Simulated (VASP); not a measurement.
# Ga3BSb2 (P3m1) in VASP: single point with r2SCAN

Aim: the single point of Ga3BSb2 with r2SCAN.

Program: VASP 6.6.1. These are calculated values, not measurements. Logs are shortened: lines on timing, memory, paths and dates and some standing lists are left out, and cuts for length are marked.

### Step 1. The crystal as given

It takes space group P3m1 (No. 156, trigonal). Conventional cell: a = 3.534 Å, b = 3.534 Å, c = 11.313 Å, α = 90.00°, β = 90.00°, γ = 120.00°. Ga (site symmetry 3m) is surrounded by 3 B at 2.38 Å. Around Ga (site symmetry 3m) lie 3 Ga at 2.81 Å and 3 Sb at 2.96 Å. Ga (site symmetry 3m) is surrounded by 3 Ga at 2.81 Å and 3 Sb at 3.19 Å. Around B (site symmetry 3m) lie 3 Ga at 2.38 Å and 3 Sb at 2.38 Å. Around Sb (site symmetry 3m) lie 3 B at 2.38 Å. Sb (site symmetry 3m) has 6 Ga at 2.96 to 3.11 Å as nearest neighbours.

The cell was built by a generator and needn't be a form met in nature.

### Step 2. Single point, r2SCAN

INCAR reads:

```
SYSTEM = Ga3BSb2
  PREC = Accurate
  ENCUT = 520
  EDIFF = 1E-6
  ISMEAR = 0
  SIGMA = 0.1
  LREAL = .FALSE.
  LASPH = .TRUE.
  NELM = 150
  ALGO = Normal
  ISIF = 2
  LWAVE = .FALSE.
  LCHARG = .FALSE.
  METAGGA = R2SCAN
  LMIXTAU = .TRUE.
  KPAR = 4
```

KPOINTS reads:

```
Automatic mesh
0
G
  10 10 4
  0 0 0
```

POSCAR reads:

```
Ga3BSb2                                 
1.0
    3.5341013413     -0.0000000000      0.0000000000
   -1.7670506707      3.0606215399      0.0000000000
    0.0000000000      0.0000000000     11.3127139840
  Ga              B               Sb            
     3     1     2
Direct
     0.6666666699999979    0.3333333300000021    0.0260964371257643
     0.6666666699999979    0.3333333300000021    0.4219478415470126
     0.0000000000000000    0.0000000000000000    0.5923266169477611
     0.0000000000000000    0.0000000000000000    0.9176189736181463
     0.3333333300000021    0.6666666699999979    0.8090163832093052
     0.3333333300000021    0.6666666699999979    0.2329937475520246
```

Potentials or basis: VASP PAW PBE potentials, release 64 (Ga_d, B, Sb).

Started as:

```console
$ cat potpaw_PBE.64/Ga_d/POTCAR potpaw_PBE.64/B/POTCAR potpaw_PBE.64/Sb/POTCAR > POTCAR
$ mpirun -np 4 vasp_std > vasp.out
```

OUTCAR:

```text
SYSTEM = Ga3BSb2
   PREC = Accurate
   ENCUT = 520
   EDIFF = 1E-6
   ISMEAR = 0
   LREAL = .FALSE.
   LASPH = .TRUE.
   NELM = 150
   ISIF = 2
   METAGGA = R2SCAN

 ion  position               nearest neighbor table
   1  0.667  0.333  0.026-   4 2.38   4 2.38   4 2.38   6 3.11   6 3.11   6 3.11   5 3.19   5 3.19
                             5 3.19
   2  0.667  0.333  0.422-   3 2.81   3 2.81   3 2.81   6 2.96   6 2.96   6 2.96
   3  0.000  0.000  0.592-   2 2.81   2 2.81   2 2.81   5 3.19   5 3.19   5 3.19
   4  0.000  0.000  0.918-   1 2.38   1 2.38   1 2.38   5 2.38   5 2.38   5 2.38
   5  0.333  0.667  0.809-   4 2.38   4 2.38   4 2.38   3 3.19   3 3.19   3 3.19   1 3.19   1 3.19
                             1 3.19
   6  0.333  0.667  0.233-   2 2.96   2 2.96   2 2.96   1 3.11   1 3.11   1 3.11

  LATTYP: Found a hexagonal cell.
 ALAT       =     3.5341013413
 C/A-ratio  =     3.2010157297

  Lattice vectors:

 A1 = (   3.5341013413,   0.0000000000,   0.0000000000)
 A2 = (  -1.7670506707,   3.0606215399,   0.0000000000)
 A3 = (   0.0000000000,   0.0000000000,  11.3127139840)

Analysis of symmetry for initial positions (statically):
=====================================================================
 Subroutine PRICEL returns:
 Original cell was already a primitive cell.

 Routine SETGRP: Setting up the symmetry group for a
 hexagonal supercell.

 Subroutine GETGRP returns: Found  6 space group operations
 (whereof  6 operations were pure point group operations)
 out of a pool of 24 trial point group operations.

The static configuration has the point symmetry C_3v.

Analysis of symmetry for dynamics (positions and initial velocities):
=====================================================================
 Subroutine PRICEL returns:
 Original cell was already a primitive cell.

 Routine SETGRP: Setting up the symmetry group for a
 hexagonal supercell.

 Subroutine GETGRP returns: Found  6 space group operations
 (whereof  6 operations were pure point group operations)
 out of a pool of 24 trial point group operations.

The dynamic configuration has the point symmetry C_3v.

 Subroutine INISYM returns: Found  6 space group operations
 (whereof  6 operations are pure point group operations),
 and found     1 'primitive' translations

----------------------------------------------------------------------------------------

                                     Primitive cell

  volume of cell :     122.3645

  direct lattice vectors                    reciprocal lattice vectors
     3.534101341  0.000000000  0.000000000     0.282957364  0.163365510  0.000000000
    -1.767050671  3.060621540  0.000000000     0.000000000  0.326731021  0.000000000
[... 103 lines left out ...]
   PSTRESS=    0.0 pullay stress
   NELECT =      52.0000    total number of electrons
   NUPDOWN=      -1.0000    fix difference up-down
   EMIN   =  10.00;   EMAX   =-10.00  energy-range for DOS
   EFERMI =   0.00;   METHOD = LEGACY
   ISMEAR =     0;   SIGMA  =   0.10  broadening in eV -4-tet -1-fermi 0-gaus
   EFERMI_NEDOS =   21; number of points for ismear=-14 and -15
   IALGO  =     38    algorithm
   IMIX   =      4    mixing-type and parameters
     AMIX     =   0.40;   BMIX     =  1.00
     AMIX_MAG =   1.60;   BMIX_MAG =  1.00
  volume/ion in A,a.u.               =      20.39       137.63
  Fermi-wavevector in a.u.,A,eV,Ry     =   1.230809  2.325892 20.611354  1.514892
  Thomas-Fermi vector in A             =   2.365643
   LORBIT       =      0    0 simple, 1 ext, 2 COOP (PROOUT), +10 PAW based schemes
   METAGGA = R2SCAN    functional components
   LHFCALC =     F    Hartree Fock is set to
   AEXX    =    0.0000 exact exchange contribution
   IVDW    =     0    specifies the selected vdW correction
   LEPSILON=     F    determine dielectric tensor
   LRPA    =     F    only Hartree local field effects (RPA)
 non-spin polarized calculation
 Gauss-broadening in eV      SIGMA  =   0.10
  energy-cutoff  :      520.00
  volume of cell :      122.36
 maximum number of plane-waves:      3354
 NGX is ok and might be reduce to    28
   NGX = 13   NGY = 13   NGZ = 43

 number of electron      51.9999987 magnetization

 Free energy of the ion-electron system (eV)
  ---------------------------------------------------
  ext. energy  EPLUGINS =         0.00000000
  ---------------------------------------------------
  free energy    TOTEN  =       -90.61881769 eV

  energy without entropy =      -90.61165362  energy(sigma->0) =      -90.61523566

 E-fermi :   6.4323     XC(G=0): -11.2442

 val. band max:        6.4146244548   @ k =   0.3000   0.3000   0.0000
 cond. band min:       6.4547532102   @ k =   0.1000   0.1000   0.2500
 fundamental gap:      0.0401287554
 Fermi energy:         6.4323446678

 k-point     1 :       0.0000    0.0000    0.0000
  band No.  band energies     occupation
      1      -9.0665      2.00000
      2      -9.0665      2.00000
      3      -9.0144      2.00000
      4      -8.9995      2.00000
      5      -8.9995      2.00000
      6      -8.9431      2.00000
[... 805 lines left out ...]
     30       8.7615      0.00000
     31       8.8602      0.00000

 [... further k-points ...]

------------------------ aborting loop because EDIFF is reached ----------------------------------------

  FORCE on cell =-STRESS in cart. coord.  units (eV):
  Direction    XX          YY          ZZ          XY          YZ          ZX
  --------------------------------------------------------------------------------------
  -------------------------------------------------------------------------------------
  Total       -0.7932072     -0.7932072     -1.9948108      0.0000000     -0.0000000     -0.0000000
  in kB      -10.3858443    -10.3858443    -26.1190187      0.0000000     -0.0000000     -0.0000000
  external PRESSURE =     -15.6302358 kB  Pullay stress =       0.0000000 kB

 VOLUME and BASIS-vectors are now :
 -----------------------------------------------------------------------------
  energy-cutoff  :      520.00
  volume of cell :      122.36
      direct lattice vectors                 reciprocal lattice vectors
     3.534101341  0.000000000  0.000000000     0.282957364  0.163365510  0.000000000
    -1.767050671  3.060621540  0.000000000     0.000000000  0.326731021  0.000000000
     0.000000000  0.000000000 11.312713984     0.000000000  0.000000000  0.088396118

 POSITION                                       TOTAL-FORCE (eV/Angst)
 -----------------------------------------------------------------------------------
      1.76705      1.02021      0.29522        -0.000000     -0.000000     -0.006898
      1.76705      1.02021      4.77338         0.000000     -0.000000     -0.014163
      0.00000      0.00000      6.70082        -0.000000      0.000000     -0.161098
      0.00000      0.00000     10.38076        -0.000000     -0.000000     -0.027817
     -0.00000      2.04041      9.15217        -0.000000      0.000000      0.067988
     -0.00000      2.04041      2.63579        -0.000000     -0.000000      0.141990
 -----------------------------------------------------------------------------------
    total drift:                                0.000000     -0.000000     -0.000714

  FREE ENERGIE OF THE ION-ELECTRON SYSTEM (eV)
  ---------------------------------------------------
  free  energy   TOTEN  =       -90.6188176914 eV

  energy  without entropy=      -90.6116536249  energy(sigma->0) =      -90.61523566
```

stdout:

```text
POSCAR found type information on POSCAR GaB Sb
 POSCAR found :  3 types and       6 ions
 scaLAPACK will be used
 -----------------------------------------------------------------------------
|                                                                             |
|                                                                             |
|     You enforced a specific xc type in the INCAR file but a different       |
|     I HOPE YOU KNOW WHAT YOU ARE DOING!                                     |
|                                                                             |
 -----------------------------------------------------------------------------

 LDA part: xc-table for (None), standard interpolation
 POSCAR, INCAR and KPOINTS ok, starting setup
 FFT: planning ... GRIDC
 FFT: planning ... GRID_SOFT
 FFT: planning ... GRID
 WAVECAR not read
 entering main loop
```

Run time: 2.1 min. Hardware: 4 MPI ranks of Intel Xeon 6975P-C (Granite Rapids), shared host; peak memory 0.37 GiB.

What came out:

| Quantity | Value |
| --- | --- |
| Free energy | -90.6188 eV |
| Pressure | -1.6 GPa |
| Largest force | 0.161 eV/Å |
| Band gap on the k mesh | none (metal or under the smearing width) |

Forces on the atoms (eV/Å):
```
Ga   0.000  0.000 -0.007
Ga   0.000  0.000 -0.014
Ga   0.000  0.000 -0.161
B    0.000  0.000 -0.028
Sb   0.000  0.000  0.068
Sb   0.000  0.000  0.142
```

Caveat: the PAW data sets were made with another functional, which shifts forces and pressure a little. Spin-orbit coupling is left out, which matters for the levels of Sb.
